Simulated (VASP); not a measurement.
All values below come from r2SCAN meta-GGA, VASP's PBE PAW potentials (set 64) (plane waves; VASP).

A VASP calculation is set up with these files.

POSCAR:
```
Y2C(NO)2
1
    3.6812535108    -0.0000000000    -0.0000000000
   -1.8406267554     3.1880587542     0.0000000000
   -0.0000000000    -0.0000000000     8.1453213363
Y C N O
2 1 2 2
Direct
  0.3333330000   0.6666670000   0.6770651454
  0.6666670000   0.3333330000   0.3229348546
  0.0000000000   0.0000000000   0.0000000000
  0.0000000000   0.0000000000   0.1515380443
  0.0000000000   0.0000000000   0.8484619557
  0.3333330000   0.6666670000   0.3967781782
  0.6666670000   0.3333330000   0.6032218218
```

### INCAR
```
NSW = 60   # most ionic steps
LASPH = .TRUE.   # aspherical one-centre terms
ALGO = Normal   # blocked Davidson
LMIXTAU = .TRUE.
ISIF = 3   # ions, shape and volume
NELM = 100
SIGMA = 0.05
METAGGA = R2SCAN
LMAXMIX = 4   # l cut-off of mixed one-centre charges
LWAVE = .FALSE.
LCHARG = .FALSE.
EDIFF = 1E-6
ENCUT = 520   # plane-wave cut-off (eV)
ISMEAR = 0   # Gaussian
SYSTEM = Y2C(NO)2
PREC = Accurate
EDIFFG = -0.02   # ionic stop
LREAL = .FALSE.
IBRION = 2   # conjugate gradients
```

KPOINTS:
```
Automatic mesh
0
Gamma
6 6 3
0 0 0
```

POTCAR, in this order: Y_sv C N O (PBE.64 set). Program: vasp_std.

The resulting files:

**OSZICAR**
```
...
DAV:   8    -0.102779101636E+03   -0.57893E+01   -0.32311E+00  1056   0.126E+01    0.922E+00
DAV:   9    -0.973781229462E+02    0.54010E+01   -0.15394E+00  1028   0.943E+00    0.108E+00
DAV:  10    -0.976041840025E+02   -0.22606E+00   -0.28289E-01  1028   0.451E+00    0.487E-01
DAV:  11    -0.975629921195E+02    0.41192E-01   -0.58230E-02   992   0.224E+00    0.616E-01
DAV:  12    -0.977126650386E+02   -0.14967E+00   -0.52298E-02   984   0.225E+00    0.426E-01
DAV:  13    -0.977171365486E+02   -0.44715E-02   -0.67752E-03  1088   0.769E-01    0.140E-01
DAV:  14    -0.977201039803E+02   -0.29674E-02   -0.99881E-04  1120   0.285E-01    0.431E-02
DAV:  15    -0.977204285390E+02   -0.32456E-03   -0.10025E-04  1252   0.920E-02    0.451E-02
DAV:  16    -0.977209415196E+02   -0.51298E-03   -0.82451E-05  1044   0.955E-02    0.194E-02
DAV:  17    -0.977210774775E+02   -0.13596E-03   -0.38583E-05  1060   0.649E-02    0.835E-03
DAV:  18    -0.977210914614E+02   -0.13984E-04   -0.11758E-05  1072   0.333E-02    0.998E-03
DAV:  19    -0.977210884836E+02    0.29778E-05   -0.13437E-06   680   0.117E-02    0.795E-03
DAV:  20    -0.977210921959E+02   -0.37123E-05   -0.16201E-06   608   0.122E-02    0.256E-03
DAV:  21    -0.977210907811E+02    0.14149E-05   -0.48245E-07   608   0.638E-03    0.180E-03
DAV:  22    -0.977210908980E+02   -0.11698E-06   -0.70421E-08   556   0.208E-03
   1 F= -.97721091E+02 E0= -.97721091E+02  d E =-.977211E+02
       N       E                     dE             d eps       ncg     rms          rms(c)
DAV:   1    -0.979037717708E+02   -0.18268E+00   -0.13562E+01   964   0.246E+01    0.551E+00
DAV:   2    -0.976968218104E+02    0.20695E+00   -0.82535E-01  1256   0.573E+00    0.228E+00
DAV:   3    -0.976799241982E+02    0.16898E-01   -0.18706E-01  1256   0.297E+00    0.118E+00
DAV:   4    -0.976885644458E+02   -0.86402E-02   -0.30424E-02  1224   0.136E+00    0.869E-01
DAV:   5    -0.976667056613E+02    0.21859E-01   -0.21632E-02  1408   0.138E+00    0.342E-01
DAV:   6    -0.976887650903E+02   -0.22059E-01   -0.18704E-02   972   0.132E+00    0.133E-01
DAV:   7    -0.976929875704E+02   -0.42225E-02   -0.25235E-03  1008   0.512E-01    0.304E-02
DAV:   8    -0.976929901156E+02   -0.25453E-05   -0.62288E-04  1116   0.198E-01    0.270E-02
DAV:   9    -0.976931829617E+02   -0.19285E-03   -0.20386E-04  1008   0.133E-01    0.247E-02
DAV:  10    -0.976932416198E+02   -0.58658E-04   -0.16037E-05  1068   0.421E-02    0.876E-03
DAV:  11    -0.976932478354E+02   -0.62156E-05   -0.94103E-06  1112   0.248E-02    0.350E-03
DAV:  12    -0.976932513185E+02   -0.34831E-05   -0.38330E-06   880   0.199E-02    0.885E-04
DAV:  13    -0.976932520458E+02   -0.72731E-06   -0.13860E-07   600   0.381E-03
   2 F= -.97693252E+02 E0= -.97693252E+02  d E =0.278389E-01
       N       E                     dE             d eps       ncg     rms          rms(c)
DAV:   1    -0.978259795628E+02   -0.13273E+00   -0.54253E+00   968   0.157E+01    0.344E+00
DAV:   2    -0.977307688133E+02    0.95211E-01   -0.32485E-01  1200   0.365E+00    0.140E+00
DAV:   3    -0.977247525810E+02    0.60162E-02   -0.65911E-02  1240   0.192E+00    0.742E-01
DAV:   4    -0.977336252539E+02   -0.88727E-02   -0.13285E-02  1220   0.961E-01    0.513E-01
DAV:   5    -0.977216066590E+02    0.12019E-01   -0.92360E-03  1332   0.958E-01    0.198E-01
DAV:   6    -0.977342469714E+02   -0.12640E-01   -0.72527E-03   968   0.855E-01    0.693E-02
DAV:   7    -0.977352464917E+02   -0.99952E-03   -0.90173E-04  1020   0.296E-01    0.216E-02
DAV:   8    -0.977353490708E+02   -0.10258E-03   -0.29588E-04  1008   0.138E-01    0.270E-02
DAV:   9    -0.977353956925E+02   -0.46622E-04   -0.11309E-04   980   0.904E-02    0.231E-02
DAV:  10    -0.977354558267E+02   -0.60134E-04   -0.71535E-06   940   0.281E-02    0.120E-02
DAV:  11    -0.977354691101E+02   -0.13283E-04   -0.68770E-06   996   0.208E-02    0.253E-03
DAV:  12    -0.977354838193E+02   -0.14709E-04   -0.26272E-06   704   0.188E-02    0.136E-03
DAV:  13    -0.977354831580E+02    0.66130E-06   -0.19784E-07   584   0.400E-03
   3 F= -.97735483E+02 E0= -.97735483E+02  d E =-.143923E-01
       N       E                     dE             d eps       ncg     rms          rms(c)
DAV:   1    -0.978724256653E+02   -0.13694E+00   -0.48142E+00   984   0.160E+01    0.474E+00
DAV:   2    -0.977397784488E+02    0.13265E+00   -0.79540E-01  1280   0.521E+00    0.205E+00
DAV:   3    -0.977162892254E+02    0.23489E-01   -0.10991E-01  1556   0.203E+00    0.136E+00
DAV:   4    -0.977116969090E+02    0.45923E-02   -0.28726E-02  1352   0.111E+00    0.124E+00
DAV:   5    -0.976928174449E+02    0.18879E-01   -0.25052E-02  1384   0.129E+00    0.236E-01
DAV:   6    -0.977123032046E+02   -0.19486E-01   -0.18919E-02   964   0.136E+00    0.175E-01
DAV:   7    -0.977139775278E+02   -0.16743E-02   -0.26548E-03   992   0.529E-01    0.313E-02
DAV:   8    -0.977141857115E+02   -0.20818E-03   -0.41820E-04  1288   0.194E-01    0.283E-02
DAV:   9    -0.977141765349E+02    0.91766E-05   -0.97575E-05  1056   0.102E-01    0.101E-02
DAV:  10    -0.977141774668E+02   -0.93185E-06   -0.23587E-05  1040   0.461E-02    0.512E-03
DAV:  11    -0.977141882104E+02   -0.10744E-04   -0.85334E-06  1136   0.227E-02    0.224E-03
DAV:  12    -0.977141890785E+02   -0.86803E-06   -0.84262E-07   672   0.877E-03
   4 F= -.97714189E+02 E0= -.97714189E+02  d E =0.212941E-01
       N       E                     dE             d eps       ncg     rms          rms(c)
DAV:   1    -0.978218514577E+02   -0.10766E+00   -0.23681E+00   984   0.112E+01    0.329E+00
DAV:   2    -0.977370026434E+02    0.84849E-01   -0.38172E-01  1188   0.376E+00    0.140E+00
DAV:   3    -0.977408904268E+02   -0.38878E-02   -0.52441E-02  1512   0.152E+00    0.933E-01
DAV:   4    -0.977393310202E+02    0.15594E-02   -0.12356E-02  1388   0.768E-01    0.832E-01
DAV:   5    -0.977352416748E+02    0.40893E-02   -0.12912E-02  1452   0.875E-01    0.163E-01
DAV:   6    -0.977398934611E+02   -0.46518E-02   -0.78133E-03   956   0.894E-01    0.840E-02
DAV:   7    -0.977403163320E+02   -0.42287E-03   -0.14744E-03   984   0.398E-01    0.288E-02
DAV:   8    -0.977404998611E+02   -0.18353E-03   -0.26600E-04  1120   0.166E-01    0.237E-02
DAV:   9    -0.977405177001E+02   -0.17839E-04   -0.45698E-05  1068   0.654E-02    0.118E-02
DAV:  10    -0.977405134992E+02    0.42009E-05   -0.14038E-05  1044   0.360E-02    0.424E-03
DAV:  11    -0.977405190712E+02   -0.55720E-05   -0.31156E-06   944   0.151E-02    0.124E-03
DAV:  12    -0.977405187394E+02    0.33182E-06   -0.23023E-07   592   0.481E-03
   5 F= -.97740519E+02 E0= -.97740519E+02  d E =-.503558E-02
       N       E                     dE             d eps       ncg     rms          rms(c)
DAV:   1    -0.977405250225E+02   -0.59513E-05   -0.17903E-04  1000   0.979E-02    0.294E-02
DAV:   2    -0.977405201181E+02    0.49044E-05   -0.29975E-05  1224   0.329E-02    0.126E-02
DAV:   3    -0.977405190809E+02    0.10372E-05   -0.33881E-06   840   0.128E-02    0.881E-03
DAV:   4    -0.977405185442E+02    0.53672E-06   -0.13189E-06   540   0.825E-03
   6 F= -.97740519E+02 E0= -.97740519E+02  d E =-.503539E-02
       N       E                     dE             d eps       ncg     rms          rms(c)
DAV:   1    -0.977406816155E+02   -0.16253E-03   -0.25628E-02   952   0.116E+00    0.106E-01
DAV:   2    -0.977406609785E+02    0.20637E-04   -0.99071E-04  1108   0.211E-01    0.516E-02
DAV:   3    -0.977406515784E+02    0.94002E-05   -0.89620E-05  1176   0.701E-02    0.238E-02
DAV:   4    -0.977406362845E+02    0.15294E-04   -0.25776E-05  1336   0.421E-02    0.136E-02
DAV:   5    -0.977406493482E+02   -0.13064E-04   -0.67650E-06  1052   0.246E-02    0.740E-03
DAV:   6    -0.977406408332E+02    0.85151E-05   -0.29195E-06   860   0.171E-02    0.251E-03
DAV:   7    -0.977406491756E+02   -0.83425E-05   -0.25361E-06   736   0.158E-02    0.211E-03
DAV:   8    -0.977406482202E+02    0.95544E-06   -0.32060E-07   540   0.494E-03
   7 F= -.97740648E+02 E0= -.97740648E+02  d E =-.129676E-03
```

File OUTCAR:
```
------------------------ aborting loop because EDIFF is reached ----------------------------------------
  FORCE on cell =-STRESS in cart. coord.  units (eV):
  Direction    XX          YY          ZZ          XY          YZ          ZX
  --------------------------------------------------------------------------------------
  Total       -0.0171951     -0.0171951      0.0534349      0.0000000      0.0000000      0.0000000
  in kB       -0.2828460     -0.2828459      0.8789641      0.0000000      0.0000000      0.0000000
  external PRESSURE =       0.1044240 kB  Pullay stress =       0.0000000 kB
  volume of cell :       97.40
      direct lattice vectors                 reciprocal lattice vectors
     3.707233708  0.000000000  0.000000000     0.269742908  0.155736155 -0.000000000
    -1.853616854  3.210558259  0.000000000    -0.000000000  0.311472311 -0.000000000
     0.000000000  0.000000000  8.183398667     0.000000000  0.000000000  0.122198617
 POSITION                                       TOTAL-FORCE (eV/Angst)
 -----------------------------------------------------------------------------------
     -0.00000      2.14037      5.54396         0.000000     -0.000000     -0.000993
      1.85362      1.07019      2.63944         0.000000      0.000000      0.000993
      1.85362      3.21056      0.00000         0.000000     -0.000000      0.000000
      3.70723      0.00000      1.22936         0.000000     -0.000000     -0.001315
      3.70723      0.00000      6.95404         0.000000      0.000000      0.001315
     -0.00000      2.14037      3.24648         0.000000     -0.000000     -0.006502
      1.85362      1.07019      4.93692        -0.000000      0.000000      0.006502
 -----------------------------------------------------------------------------------
    total drift:                                0.000000      0.000000      0.000000
  FREE ENERGIE OF THE ION-ELECTRON SYSTEM (eV)
  ---------------------------------------------------
  free  energy   TOTEN  =       -97.7406482202 eV

  energy  without entropy=      -97.7406482202  energy(sigma->0) =      -97.74064822

 reached required accuracy - stopping structural energy minimisation
```
(Selected blocks of OUTCAR.)

**CONTCAR**
```
Y2C(NO)2
   1.00000000000000
     3.7072337080860023    0.0000000000000000    0.0000000000000000
    -1.8536168540430011    3.2105582585976093    0.0000000000000000
     0.0000000000000000    0.0000000000000000    8.1833986668572969
  Y               C               N               O
     2     1     2     2
Direct
     0.3333330000000032    0.6666669999999968    0.6774637570536156
     0.6666669999999968    0.3333330000000032    0.3225362429463846
     1.0000000000000000    1.0000000000000000    0.0000000000000000
     1.0000000000000000    0.0000000000000000    0.1502265176899500
     1.0000000000000000    0.0000000000000000    0.8497734823100500
     0.3333330000000032    0.6666669999999968    0.3967147790341949
     0.6666669999999968    0.3333330000000032    0.6032852209658051
```

The structure comes from a computed database's Y2CN2O2 entry (P-3m1); how it stands against other phases isn't given here. This run relaxes it. Symmetry was kept, so distortions that lower it aren't found. The start is the result of an earlier pass.
